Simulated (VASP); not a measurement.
Given:

```
CELL_PARAMETERS angstrom
      0.00000     3.27932     3.27932
      3.27932     0.00000     3.27932
      3.27932     3.27932     0.00000
ATOMIC_POSITIONS crystal
  K  0.00000 0.00000 0.00000
  Br 0.50000 0.50000 0.50000
```

Calculation: PBEsol GGA, VASP's PBE PAW potentials (set 64) (plane waves; VASP). Numerical set-up: 520 eV cut-off, 7×7×7 Γ-centred mesh, Gaussian smearing of 0.050 eV, potentials K_sv Br.

Question: Predict the energy per atom (σ→0), band gap (on the k-mesh) with the smallest direct gap where there is one.

Answer: 
```
Quantity                                     Result
-----------------------------------  --------------
band gap (on the k-mesh)                    4.33 eV
smallest direct gap (on the k-mesh)         4.33 eV
energy per atom (σ→0)                -3.230 eV/atom
```

Total energies compare only between runs with the same potentials, cut-off and functional.

The compound is KBr in the rock salt structure. It was relaxed first.
